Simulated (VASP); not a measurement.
A VASP calculation is set up with these files.

**KPOINTS**
```
Automatic mesh
0
Gamma
7 7 10
0 0 0
```

**INCAR**
```
SYSTEM = IrO2
PREC = Accurate
ENCUT = 520
EDIFF = 1E-7
NELM = 100
ALGO = Normal
LREAL = .FALSE.
LASPH = .TRUE.
ISMEAR = 1
SIGMA = 0.1
GGA = RP
LMAXMIX = 6
LWAVE = .FALSE.
LCHARG = .FALSE.
ISIF = 4
IBRION = 2
NSW = 30
EDIFFG = -0.01
```

### POSCAR
```
IrO2
1
    4.6213056679     0.0000000000     0.0000000000
    0.0000000000     4.6213056679     0.0000000000
    0.0000000000     0.0000000000     3.2340551868
Ir O
2 4
Direct
  0.0000000000   1.0000000000   0.0000000000
  0.5000000000   0.5000000000   0.5000000000
  0.3082094760   0.3082094760   0.0000000000
  0.8082094760   0.1917905240   0.5000000000
  0.1917905240   0.8082094760   0.5000000000
  0.6917905240   0.6917905240   0.0000000000
```

POTCAR, in this order: Ir O (PBE.64 set). Program: vasp_std.

Task: Translate this RPBE calculation to Quantum ESPRESSO's pw.x.

Result: One equivalent input (not run):
```
&CONTROL
  calculation = 'vc-relax'
  pseudo_dir = './pseudo'
  outdir = './out'
  tprnfor = .true.
  tstress = .true.
  nstep = 30
  forc_conv_thr = 0.00039
/
&SYSTEM
  ibrav = 0
  nat = 6
  ntyp = 2
  ecutwfc = 84
  occupations = 'smearing'
  smearing = 'methfessel-paxton'
  degauss = 0.00735
  input_dft = 'rpbe'
/
&ELECTRONS
  conv_thr = 7.3e-09
  electron_maxstep = 100
/
&IONS
/
&CELL
  cell_dofree = 'shape'
/
ATOMIC_SPECIES
  Ir 192.217 Ir.upf
  O 15.999 O.upf
CELL_PARAMETERS angstrom
     4.6213057    0.0000000    0.0000000
     0.0000000    4.6213057    0.0000000
     0.0000000    0.0000000    3.2340552
ATOMIC_POSITIONS crystal
  Ir   0.0000000  1.0000000  0.0000000
  Ir   0.5000000  0.5000000  0.5000000
  O    0.3082095  0.3082095  0.0000000
  O    0.8082095  0.1917905  0.5000000
  O    0.1917905  0.8082095  0.5000000
  O    0.6917905  0.6917905  0.0000000
K_POINTS automatic
  7 7 10 0 0 0
```
Limits of the translation: the potentials are each code's own (VASP's PAW set, PseudoDojo norm-conserving files in pw.x), so ENCUT and ecutwfc are chosen apart and not converted; conv_thr bounds pw.x's estimated SCF error, while EDIFF bounds the energy change between steps; forc_conv_thr acts on force components and is met together with etot_conv_thr.

The compound is IrO2 in the rutile structure. This cell is one point of a volume scan, at 1.03 of the reference volume. Symmetry was kept, so distortions that lower it aren't found.
